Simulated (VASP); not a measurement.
Here is the system:

```
Ti23O47
1.0
    9.31125     0.00000     0.00000
    0.00000     9.31125     0.00000
    0.00000     0.00000     8.90603
Ti O
23 47
Direct
  0.00000   0.00000   0.00000
  0.25000   0.25000   0.16667
  0.00000   0.00000   0.33333
  0.25000   0.25000   0.50000
  0.00000   0.00000   0.66667
  0.25000   0.25000   0.83333
  0.00000   0.50000   0.00000
  0.25000   0.75000   0.16667
  0.00000   0.50000   0.33333
  0.25000   0.75000   0.50000
  0.00000   0.50000   0.66667
  0.25000   0.75000   0.83333
  0.50000   0.00000   0.00000
  0.75000   0.25000   0.16667
  0.50000   0.00000   0.33333
  0.75000   0.25000   0.50000
  0.50000   0.00000   0.66667
  0.75000   0.25000   0.83333
  0.49825   0.49956   0.99555
  0.75000   0.75000   0.16667
  0.75000   0.75000   0.50000
  0.50106   0.49540   0.66964
  0.75000   0.75000   0.83333
  0.15250   0.15250   0.00000
  0.40250   0.09750   0.16667
  0.09750   0.40250   0.16667
  0.34750   0.34750   0.00000
  0.15250   0.15250   0.33333
  0.40250   0.09750   0.50000
  0.09750   0.40250   0.50000
  0.34565   0.34311   0.32982
  0.15250   0.15250   0.66667
  0.40250   0.09750   0.83333
  0.09750   0.40250   0.83333
  0.34750   0.34750   0.66667
  0.15250   0.65250   0.00000
  0.09750   0.90250   0.16667
  0.34750   0.84750   0.00000
  0.15250   0.65250   0.33333
  0.40342   0.59445   0.50323
  0.09750   0.90250   0.50000
  0.34750   0.84750   0.33333
  0.15250   0.65250   0.66667
  0.40250   0.59750   0.83333
  0.09750   0.90250   0.83333
  0.34750   0.84750   0.66667
  0.65250   0.15250   0.00000
  0.90250   0.09750   0.16667
  0.59580   0.39858   0.16248
  0.84750   0.34750   0.00000
  0.65250   0.15250   0.33333
  0.90250   0.09750   0.50000
  0.60047   0.40778   0.49512
  0.84750   0.34750   0.33333
  0.65250   0.15250   0.66667
  0.90250   0.09750   0.83333
  0.59750   0.40250   0.83333
  0.84750   0.34750   0.66667
  0.65250   0.65250   0.00000
  0.90250   0.59750   0.16667
  0.59750   0.90250   0.16667
  0.84750   0.84750   0.00000
  0.65718   0.65339   0.33033
  0.90250   0.59750   0.50000
  0.59750   0.90250   0.50000
  0.84750   0.84750   0.33333
  0.65250   0.65250   0.66667
  0.90250   0.59750   0.83333
  0.59750   0.90250   0.83333
  0.84750   0.84750   0.66667
```
Cell charge -1.

Calculation: PBE GGA, VASP's PBE PAW potentials (set 64) (plane waves; VASP). Run with PREC = Normal, LREAL = Auto, ISYM = 0, NELECT = 375.0, EDIFF = 1E-5, 400 eV cut-off, 1×1×1 Γ-centred mesh, Gaussian smearing of 0.050 eV, potentials Ti O. Starting moments (MAGMOM): 70*0.0143. The cell's moment is fixed (NUPDOWN = 1).

At this cut-off the stress carries a Pulay error, which pulls relaxed volumes low. The cell is charged, with a uniform compensating background. The supercell is sampled at Γ alone, which is coarse: total energies, pressure and levels can be off, energies of defects by several tenths of an eV.

### Question
The ions are relaxed. Which structure does the run end with?

### Answer

```
Ti23O47
1.0
    9.31125     0.00000     0.00000
    0.00000     9.31125     0.00000
    0.00000     0.00000     8.90603
Ti O
23 47
Cartesian
  9.23497   0.06279   8.88669
  2.38981   2.36527   1.47928
  9.16259   0.15087   3.02557
  2.36693   2.39002   4.36096
  0.13992   9.16763   5.92621
  2.29347   2.28514   7.37253
  0.00032   4.60035   8.84581
  2.11105   7.20021   1.47763
  9.30245   4.63909   2.90478
  2.38525   6.92657   4.40052
  0.01018   4.70917   5.87361
  2.42161   6.88720   7.44484
  4.70744   9.30843   8.84531
  6.85227   2.45763   1.45436
  4.67300   0.00897   2.90479
  6.93376   2.37892   4.42595
  4.59951   9.29928   5.87380
  7.05958   2.24764   7.33909
  4.80961   4.49852   8.74453
  6.94474   6.92049   1.48006
  6.92232   6.94592   4.36023
  4.64845   4.65315   5.74239
  7.01673   7.00731   7.36772
  1.40828   1.42517   0.01227
  3.74039   0.90556   1.50101
  0.90577   3.74345   1.50336
  3.24154   3.29930   0.02774
  1.37707   1.41897   2.99477
  3.74020   0.91179   4.45824
  0.92011   3.76972   4.48195
  3.18234   3.20979   2.95697
  1.41889   1.38562   5.97615
  3.74896   0.91696   7.46545
  0.93134   3.75411   7.42933
  3.24558   3.23240   5.96498
  1.46962   6.04018   0.07280
  0.84708   8.46581   1.51884
  3.27193   7.84256   0.07238
  1.45266   6.05168   2.94143
  3.67137   5.64084   4.56727
  0.91658   8.39486   4.42010
  3.26055   7.85908   2.94121
  1.38145   6.09956   5.98850
  3.75933   5.55192   7.44531
  0.92314   8.38825   7.50353
  3.21157   7.92968   5.98871
  6.08442   1.38438   0.00720
  8.37631   0.93539   1.48438
  5.56877   3.74438   1.37963
  7.92737   3.22641   0.00736
  6.07733   1.40134   2.97914
  8.40683   0.90384   4.55476
  5.64504   3.66576   4.56823
  7.91076   3.23442   2.97896
  6.09037   1.36627   5.97149
  8.41347   0.89821   7.41281
  5.62316   3.68724   7.36981
  7.94391   3.22118   5.97231
  6.01198   6.07039   0.02687
  8.40541   5.57119   1.50036
  5.56911   8.40604   1.50291
  7.88683   7.90383   0.01259
  6.10161   6.12897   2.95721
  8.39960   5.57162   4.45829
  5.54171   8.39086   4.48206
  7.89268   7.93394   2.99448
  6.07783   6.06413   5.96441
  8.39382   5.56241   7.46639
  5.55738   8.37962   7.43014
  7.92438   7.89107   5.97801
```
Cell charge -1. The cell ends with 1.00 μB, on the first 30 sites -0.01 -0.01 -0.01 -0.01 -0.01 -0.01 -0.01 -0.01 -0.01 -0.01 -0.01 -0.01 -0.01 -0.02 -0.01 -0.01 -0.01 -0.01 -0.01 -0.01 -0.01 -0.01 -0.01 0.03 0.02 0.02 0.02 0.02 0.01 0.02 μB.

### Question
How much energy does the relaxation gain?

### Answer
The energy (σ→0) changes by -54.1 meV/atom, in 34 ionic steps.

```
step  E(σ→0) (eV)  max force (eV/Å)  pressure (GPa)  volume (Å³)
----  -----------  ----------------  --------------  -----------
1       -604.2179             5.159           -4.08       772.15
2       -606.0780             4.672           -0.71       772.15
3       -606.8287             1.999           -2.66       772.15
4       -607.2093             2.814           -1.63       772.15
5       -607.4021             1.524           -2.19       772.15
6       -607.6380             1.018           -2.49       772.15
7       -607.6404             0.926           -2.46       772.15
8       -607.7945             0.560           -2.25       772.15
9       -607.7961             0.559           -2.22       772.15
10      -607.8815             0.452           -2.08       772.15
11      -607.8829             0.471           -2.05       772.15
12      -607.9215             0.373           -2.14       772.15
13      -607.9216             0.338           -2.13       772.15
14      -607.9475             0.186           -2.18       772.15
15      -607.9484             0.235           -2.20       772.15
16      -607.9635             0.245           -2.23       772.15
17      -607.9637             0.273           -2.23       772.15
18      -607.9765             0.129           -2.17       772.15
19      -607.9768             0.145           -2.15       772.15
20      -607.9851             0.138           -2.05       772.15
21      -607.9852             0.142           -2.04       772.15
22      -607.9912             0.106           -1.97       772.15
23      -607.9915             0.126           -1.96       772.15
24      -607.9957             0.103           -1.89       772.15
25      -607.9958             0.114           -1.88       772.15
```

The cell is a supercell with a defect, built from TiO2 (rutile): vac_Ti-vac_O, charge -1.
